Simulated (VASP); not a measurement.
Method: vdW-DF-cx, VASP's PBE PAW potentials (set 64) (plane waves; VASP 6.6.1).

The input files of a VASP run:

### POSCAR
```
La2O3
1.0
  1.9191742778  -3.3241072701   0.0000000000
  1.9191742778   3.3241072701   0.0000000000
  0.0000000000   0.0000000000   5.9151821725
La O
2 3
Cart
  1.9191742778   1.1080379728   1.4469364719
  1.9191742778  -1.1080379728   4.4682457006
  3.8383485556   0.0000000000   0.0000000000
  1.9191742778   1.1080379728   3.8243658412
  1.9191742778  -1.1080379728   2.0908163313
```

INCAR:
```
ISMEAR  =  0
LWAVE  =  .False.
LCHARG  =  .False.
SYSTEM  =  La2O3
NELM  =  100   # most electronic steps
SIGMA  =  0.05
ISIF  =  4   # ions and shape, fixed volume
LMAXMIX  =  6   # l cut-off of mixed one-centre charges
ALGO  =  Normal   # blocked Davidson
EDIFF  =  1E-7   # SCF stop (eV)
EDIFFG  =  -0.01   # ionic stop
GGA  =  CX
PREC  =  Accurate
NSW  =  30   # most ionic steps
IBRION  =  2   # conjugate gradients
LREAL  =  .False.   # projection in real space or not
AGGAC  =  0.0
LUSE_VDW  =  .True.
LASPH  =  .True.
ENCUT  =  520   # plane-wave cut-off (eV)
```

File KPOINTS:
```
kpoints
0
G
  7 7 4
0 0 0
```

POTCAR, in this order: La O (PBE.64 set). Program: vasp_std.

What VASP printed:

**OUTCAR**
```
 ion  position               nearest neighbor table
   1  0.333  0.667  0.245-   5 2.31   5 2.31   5 2.31   4 2.38   3 2.65   3 2.65   3 2.65   2 3.64
                             2 3.64   2 3.64
   2  0.667  0.333  0.755-   4 2.31   4 2.31   4 2.31   5 2.38   3 2.65   3 2.65   3 2.65   1 3.64
                             1 3.64   1 3.64
   3  0.000  0.000  0.000-   1 2.65   2 2.65   2 2.65   1 2.65   2 2.65   1 2.65
   4  0.333  0.667  0.647-   2 2.31   2 2.31   2 2.31   1 2.38
   5  0.667  0.333  0.353-   1 2.31   1 2.31   1 2.31   2 2.38
  LATTYP: Found a hexagonal cell.
 ALAT       =     3.8383484797
 C/A-ratio  =     1.5410748148
 Subroutine PRICEL returns:
 Original cell was already a primitive cell.
 Subroutine GETGRP returns: Found 12 space group operations
The static configuration has the point symmetry D_3d.
The dynamic configuration has the point symmetry D_3d.
 Subroutine INISYM returns: Found 12 space group operations
 Subroutine IBZKPT returns following result:
 Found     28 irreducible k-points:

 Following reciprocal coordinates:
            Coordinates               Weight
  0.000000  0.000000  0.000000      1.000000
  0.142857  0.000000  0.000000      6.000000
  0.285714  0.000000  0.000000      6.000000
  0.428571 -0.000000  0.000000      6.000000
  0.142857  0.142857  0.000000      6.000000
  0.285714  0.142857  0.000000     12.000000
  0.428571  0.142857  0.000000      6.000000
  0.285714  0.285714  0.000000      6.000000
  0.000000  0.000000  0.250000      2.000000
  0.142857  0.000000  0.250000      6.000000
  0.000000  0.142857  0.250000      6.000000
  0.285714  0.000000  0.250000      6.000000
  0.000000  0.285714  0.250000      6.000000
  0.428571 -0.000000  0.250000      6.000000
 -0.000000  0.428571  0.250000      6.000000
  0.142857  0.142857  0.250000     12.000000
  0.285714  0.142857  0.250000     12.000000
 -0.142857  0.428571  0.250000     12.000000
...
```

### OSZICAR
```
...
   1 F= -.33221346E+02 E0= -.33221346E+02  d E =-.332213E+02
       N       E                     dE             d eps       ncg     rms          rms(c)
DAV:   1    -0.332334710005E+02   -0.12125E-01   -0.41937E+00  2240   0.235E+01    0.809E-01
DAV:   2    -0.332440154380E+02   -0.10544E-01   -0.25096E-01  2248   0.391E+00    0.524E-01
DAV:   3    -0.332402310170E+02    0.37844E-02   -0.21270E-02  2608   0.161E+00    0.270E-01
DAV:   4    -0.332395639143E+02    0.66710E-03   -0.61649E-03  2632   0.816E-01    0.121E-01
DAV:   5    -0.332395137230E+02    0.50191E-04   -0.31233E-03  2592   0.400E-01    0.551E-02
DAV:   6    -0.332394940881E+02    0.19635E-04   -0.39327E-04  2264   0.171E-01    0.275E-02
DAV:   7    -0.332395116886E+02   -0.17601E-04   -0.14837E-04  2376   0.961E-02    0.187E-02
DAV:   8    -0.332395093357E+02    0.23530E-05   -0.27071E-05  2400   0.464E-02    0.639E-03
DAV:   9    -0.332395095439E+02   -0.20822E-06   -0.11495E-05  2024   0.240E-02    0.383E-03
DAV:  10    -0.332395094764E+02    0.67481E-07   -0.12930E-06  2320   0.122E-02    0.201E-03
DAV:  11    -0.332395094820E+02   -0.55552E-08   -0.59119E-07  1792   0.615E-03
   2 F= -.33239509E+02 E0= -.33239509E+02  d E =-.181635E-01
       N       E                     dE             d eps       ncg     rms          rms(c)
DAV:   1    -0.332395568081E+02   -0.47332E-04   -0.19695E-02  2256   0.167E+00    0.556E-02
DAV:   2    -0.332396052417E+02   -0.48434E-04   -0.11903E-03  2240   0.267E-01    0.356E-02
DAV:   3    -0.332395874660E+02    0.17776E-04   -0.99563E-05  2608   0.108E-01    0.185E-02
DAV:   4    -0.332395840297E+02    0.34364E-05   -0.28479E-05  2624   0.560E-02    0.820E-03
DAV:   5    -0.332395837783E+02    0.25133E-06   -0.13290E-05  2600   0.265E-02    0.359E-03
DAV:   6    -0.332395837481E+02    0.30194E-07   -0.16159E-06  2144   0.114E-02    0.176E-03
DAV:   7    -0.332395838512E+02   -0.10304E-06   -0.64529E-07  1832   0.655E-03    0.122E-03
DAV:   8    -0.332395838317E+02    0.19426E-07   -0.10642E-07  1104   0.519E-03
   3 F= -.33239584E+02 E0= -.33239584E+02  d E =-.182379E-01
       N       E                     dE             d eps       ncg     rms          rms(c)
DAV:   1    -0.332476736169E+02   -0.80898E-02   -0.11882E+00  1880   0.175E+01    0.568E-01
DAV:   2    -0.332475792753E+02    0.94342E-04   -0.78217E-02  2400   0.327E+00    0.340E-01
DAV:   3    -0.332444055150E+02    0.31738E-02   -0.99965E-03  2640   0.125E+00    0.634E-02
DAV:   4    -0.332444268036E+02   -0.21289E-04   -0.50748E-04  2112   0.188E-01    0.405E-02
DAV:   5    -0.332444292384E+02   -0.24348E-05   -0.42407E-05  2664   0.703E-02    0.181E-02
DAV:   6    -0.332444315363E+02   -0.22978E-05   -0.94674E-06  2488   0.299E-02    0.365E-03
DAV:   7    -0.332444314934E+02    0.42848E-07   -0.19057E-06  2296   0.115E-02    0.213E-03
DAV:   8    -0.332444315347E+02   -0.41318E-07   -0.17618E-07  1368   0.471E-03
   4 F= -.33244432E+02 E0= -.33244432E+02  d E =-.484770E-02
       N       E                     dE             d eps       ncg     rms          rms(c)
DAV:   1    -0.332511633664E+02   -0.67319E-02   -0.17119E+00  1872   0.210E+01    0.683E-01
DAV:   2    -0.332510220117E+02    0.14135E-03   -0.11268E-01  2368   0.391E+00    0.410E-01
DAV:   3    -0.332464465993E+02    0.45754E-02   -0.14676E-02  2648   0.151E+00    0.757E-02
DAV:   4    -0.332464791389E+02   -0.32540E-04   -0.73272E-04  2136   0.224E-01    0.485E-02
DAV:   5    -0.332464826519E+02   -0.35130E-05   -0.58912E-05  2656   0.826E-02    0.208E-02
DAV:   6    -0.332464858047E+02   -0.31528E-05   -0.13767E-05  2528   0.360E-02    0.443E-03
DAV:   7    -0.332464857162E+02    0.88483E-07   -0.25277E-06  2336   0.134E-02    0.258E-03
DAV:   8    -0.332464857916E+02   -0.75363E-07   -0.39490E-07  1712   0.600E-03
   5 F= -.33246486E+02 E0= -.33246486E+02  d E =-.690196E-02
       N       E                     dE             d eps       ncg     rms          rms(c)
DAV:   1    -0.332423721212E+02    0.41136E-02   -0.11783E+00  1792   0.833E+00    0.178E-01
DAV:   2    -0.332485992480E+02   -0.62271E-02   -0.64583E-02  2168   0.298E+00    0.121E-01
DAV:   3    -0.332484196317E+02    0.17962E-03   -0.15526E-03  2328   0.398E-01    0.872E-02
DAV:   4    -0.332482176925E+02    0.20194E-03   -0.15709E-03  2368   0.338E-01    0.317E-02
DAV:   5    -0.332482262433E+02   -0.85507E-05   -0.25736E-04  2104   0.140E-01    0.286E-02
DAV:   6    -0.332482185176E+02    0.77256E-05   -0.97753E-05  2344   0.754E-02    0.907E-03
DAV:   7    -0.332482204678E+02   -0.19502E-05   -0.26119E-05  2320   0.392E-02    0.104E-02
DAV:   8    -0.332482189827E+02    0.14851E-05   -0.69852E-06  2248   0.198E-02    0.430E-03
DAV:   9    -0.332482191694E+02   -0.18666E-06   -0.56415E-06  2104   0.167E-02    0.417E-03
DAV:  10    -0.332482189945E+02    0.17488E-06   -0.81783E-07  2008   0.867E-03    0.155E-03
DAV:  11    -0.332482189708E+02    0.23675E-07   -0.18915E-07  1176   0.407E-03
   6 F= -.33248219E+02 E0= -.33248219E+02  d E =-.173318E-02
       N       E                     dE             d eps       ncg     rms          rms(c)
DAV:   1    -0.332468958668E+02    0.13231E-02   -0.30725E-01  1792   0.426E+00    0.904E-02
DAV:   2    -0.332485226804E+02   -0.16268E-02   -0.16876E-02  2160   0.152E+00    0.619E-02
DAV:   3    -0.332484746622E+02    0.48018E-04   -0.40775E-04  2328   0.205E-01    0.447E-02
DAV:   4    -0.332484214847E+02    0.53178E-04   -0.43240E-04  2360   0.176E-01    0.170E-02
DAV:   5    -0.332484240566E+02   -0.25719E-05   -0.68973E-05  2088   0.712E-02    0.166E-02
DAV:   6    -0.332484212400E+02    0.28166E-05   -0.19186E-05  2384   0.344E-02    0.692E-03
DAV:   7    -0.332484216978E+02   -0.45776E-06   -0.17125E-05  2200   0.291E-02    0.691E-03
DAV:   8    -0.332484211493E+02    0.54846E-06   -0.29445E-06  2312   0.138E-02    0.298E-03
DAV:   9    -0.332484211500E+02   -0.61527E-09   -0.23325E-06  2048   0.104E-02    0.211E-03
DAV:  10    -0.332484210987E+02    0.51216E-07   -0.17028E-07  1096   0.507E-03
   7 F= -.33248421E+02 E0= -.33248421E+02  d E =-.193531E-02
       N       E                     dE             d eps       ncg     rms          rms(c)
DAV:   1    -0.332484164079E+02    0.47421E-05   -0.10785E-03  1840   0.253E-01    0.533E-03
DAV:   2    -0.332484220953E+02   -0.56874E-05   -0.58585E-05  2168   0.891E-02    0.357E-03
DAV:   3    -0.332484219346E+02    0.16068E-06   -0.13212E-06  2208   0.119E-02    0.260E-03
DAV:   4    -0.332484217617E+02    0.17291E-06   -0.14972E-06  2240   0.103E-02    0.100E-03
DAV:   5    -0.332484217659E+02   -0.41559E-08   -0.17963E-07  1112   0.432E-03
   8 F= -.33248422E+02 E0= -.33248422E+02  d E =-.193597E-02
       N       E                     dE             d eps       ncg     rms          rms(c)
DAV:   1    -0.332483739134E+02    0.47848E-04   -0.11852E-02  1824   0.853E-01    0.194E-02
DAV:   2    -0.332484325565E+02   -0.58643E-04   -0.63985E-04  2296   0.244E-01    0.165E-02
DAV:   3    -0.332484320923E+02    0.46420E-06   -0.27029E-05  2368   0.538E-02    0.112E-02
DAV:   4    -0.332484319265E+02    0.16580E-06   -0.76557E-06  2344   0.235E-02    0.554E-03
DAV:   5    -0.332484323417E+02   -0.41521E-06   -0.21684E-06  2456   0.129E-02    0.229E-03
DAV:   6    -0.332484324272E+02   -0.85468E-07   -0.82878E-07  2208   0.785E-03
   9 F= -.33248432E+02 E0= -.33248432E+02  d E =-.106613E-04
       N       E                     dE             d eps       ncg     rms          rms(c)
DAV:   1    -0.332484309896E+02    0.13521E-05   -0.15599E-03  1864   0.310E-01    0.653E-03
DAV:   2    -0.332484379370E+02   -0.69475E-05   -0.74929E-05  2256   0.804E-02    0.587E-03
DAV:   3    -0.332484378763E+02    0.60722E-07   -0.33915E-06  2392   0.193E-02    0.410E-03
DAV:   4    -0.332484377895E+02    0.86835E-07   -0.75511E-07  1992   0.762E-03
  10 F= -.33248438E+02 E0= -.33248438E+02  d E =-.160236E-04
```

**OUTCAR**
```
------------------------ aborting loop because EDIFF is reached ----------------------------------------
  FORCE on cell =-STRESS in cart. coord.  units (eV):
  Direction    XX          YY          ZZ          XY          YZ          ZX
  --------------------------------------------------------------------------------------
  Total        3.7367876      3.7367872      3.7403481     -0.0000000      0.0000000     -0.0000000
  in kB       79.3270725     79.3270654     79.4026589     -0.0000000      0.0000000     -0.0000000
  external PRESSURE =      79.3522656 kB  Pullay stress =       0.0000000 kB
  volume of cell :       75.47
      direct lattice vectors                 reciprocal lattice vectors
     1.941203699 -3.362263283  0.000000000     0.257572145 -0.148709354 -0.000000000
     1.941203699  3.362263283 -0.000000000     0.257572145  0.148709354  0.000000000
     0.000000000 -0.000000000  5.781689180     0.000000000  0.000000000  0.172959834
 POSITION                                       TOTAL-FORCE (eV/Angst)
 -----------------------------------------------------------------------------------
      1.94120      1.12076      1.38308         0.000000      0.000000      0.000351
      1.94120     -1.12076      4.39861         0.000000     -0.000000     -0.000351
      0.00000      0.00000      0.00000        -0.000000      0.000000      0.000000
      1.94120      1.12076      3.76348        -0.000000     -0.000000      0.000557
      1.94120     -1.12076      2.01821        -0.000000      0.000000     -0.000557
 -----------------------------------------------------------------------------------
    total drift:                                0.000000      0.000000      0.000000
  FREE ENERGIE OF THE ION-ELECTRON SYSTEM (eV)
  ---------------------------------------------------
  free  energy   TOTEN  =       -33.2484377895 eV

  energy  without entropy=      -33.2484377895  energy(sigma->0) =      -33.24843779

 reached required accuracy - stopping structural energy minimisation
```
(Selected blocks of OUTCAR.)

CONTCAR:
```
La2O3
   1.00000000000000
     1.9412036989346027   -3.3622632834922830    0.0000000000000000
     1.9412036989346027    3.3622632834922830   -0.0000000000000000
     0.0000000000000000   -0.0000000000000000    5.7816891795060439
  La              O
     2     3
Direct
     0.3333330000000032    0.6666669999999968    0.2392167270472708
     0.6666669999999968    0.3333330000000032    0.7607832729527292
     0.0000000000000000    0.0000000000000000    0.0000000000000000
     0.3333330000000032    0.6666669999999968    0.6509309109268324
     0.6666669999999968    0.3333330000000032    0.3490690890731676
```

The compound is La2O3 in the a-type structure. This cell is one point of a volume scan, at 0.94 of the reference volume. Symmetry was kept, so distortions that lower it aren't found.
